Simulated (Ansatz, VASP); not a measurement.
One calculation of Ni3Pt, two programs

INCAR

```
PREC = Accurate
ENCUT = 520
EDIFF = 1E-7
ISMEAR = -1
SIGMA = 0.05
LREAL = False
LASPH = True
NELM = 150
ALGO = Normal
ISIF = 2
LWAVE = False
LCHARG = True
ISPIN = 2
MAGMOM = 2 2 2 0
LORBIT = 11
LMAXMIX = 4
GGA = CA
LELF = True
LVHAR = True
NBANDS = 32
```

File KPOINTS:

```
Automatic mesh
0
Gamma
  6 6 6
```

Contents of POSCAR:

```
Ni3Pt
1.0
    3.6245667900      0.0000000000      0.0000000000
    0.0000000000      3.6245667900      0.0000000000
    0.0000000000      0.0000000000      3.6245667900
Ni Pt
3 1
Direct
    0.4999999986      0.0000000000      0.4999999986
    0.0000000000      0.4999999986      0.4999999986
    0.4999999986      0.4999999986      0.0000000000
    0.0000000000      0.0000000000      0.0000000000
```

Input for Ansatz:

```yaml
crystal:
  lattice:
    - [3.62456679, 0.0, 0.0]
    - [0.0, 3.62456679, 0.0]
    - [0.0, 0.0, 3.62456679]
  atoms:
    - { symbol: Ni, position: [0.4999999986205248, 0.0, 0.4999999986205248], spin: 2.0 }
    - { symbol: Ni, position: [0.0, 0.4999999986205248, 0.4999999986205248], spin: 2.0 }
    - { symbol: Ni, position: [0.4999999986205248, 0.4999999986205248, 0.0], spin: 2.0 }
    - { symbol: Pt, position: [0.0, 0.0, 0.0], spin: 0.0 }
kpoints:
  mp_grid:
    grid: [6, 6, 6]
hamiltonian:
  xc: lda
magnetization:
  spin_polarized: true
scf:
  occupations:
    method: fermi_dirac
    width: 0.05
  convergence:
    dr2_threshold: 1.0e-08
output:
  eigenvalues: true
```

The cell comes from a database or a generator and needn't be the stable form of this composition.

Alike in both runs: task single point; functional LDA; k mesh 6 × 6 × 6; occupations fermi-dirac, width 0.05 eV; collinear spin.

|  | VASP | Ansatz |
| --- | --- | --- |
| version | VASP 6.6.1 | Ansatz 0.2.0 |
| potentials or method | VASP PAW LDA potentials, release 64 (Ni, Pt) | plane waves, PAW |
| plane-wave cutoff (eV) | 520 | 420 |
| valence electrons in the cell | 40 | 72 |

VASP gave:

```
gap on the k mesh at the Fermi level (eV)                     : none
net moment per atom (μB)                                      : 0.49
size of the moment on the site where the two differ most (μB) : 0.56
```

Problem. What did Ansatz give for the same quantities?

Solution. gap on the k mesh at the Fermi level (eV): none; net moment per atom (μB): 0.55; size of the moment on the site where the two differ most (μB): 0.65.

Site moments also hang on the region over which each program counts them. A gap of «none» marks a metal or a gap that the smearing closes. The two sets of potentials don't hold the same shells in valence.

The runs have no spin-orbit coupling, so splittings on Pt are missing.
